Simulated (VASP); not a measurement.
Runs of VASP 6.6.1 on Fe. The structure is cubic, space group Im-3m (No. 229). Conventional cell: a = 2.859 Å, b = 2.859 Å, c = 2.859 Å, α = 90.00°, β = 90.00°, γ = 90.00°. Fe (site symmetry m-3m) is surrounded by 8 Fe at 2.48 Å. 

```tsv
level	potentials or basis	cutoff (eV)	gap on the mesh (eV)	pressure (GPa)	moment (μB)	relaxed volume (Å³/atom)
RPBE	VASP PAW PBE potentials, release 64 (Fe)	600	none	0.0	2.27	11.73
LDA	VASP PAW LDA potentials, release 64 (Fe)	600	none	0.0	(b)	10.38
PBEsol	VASP PAW PBE potentials, release 64 (Fe)	600	none	0.0	2.09	10.80
PBEsol	VASP PAW PBE potentials, release 64 (Fe)	580	none	-0.1	2.09	10.80
PBEsol	VASP PAW PBE potentials, release 64 (Fe)	480	none	-0.1	2.09	(a)
```

Alike in all rows: task relaxation of cell and atoms; spin collinear, ferromagnetic start; cell relaxed; k mesh 20 × 20 × 20; smearing gaussian 0.1 eV.

Problem. Fill in the values left out.

Solution. (a) 10.81; (b) 1.97.

Caveats: the PAW data sets were made with another functional, which shifts forces and pressure a little (some runs); the volume moved by -11 % from the deposited cell, more than functionals usually miss (some runs).

A gap of «none» marks a metal or a gap under the smearing width.

Runs at the PBE level aren't shown here.
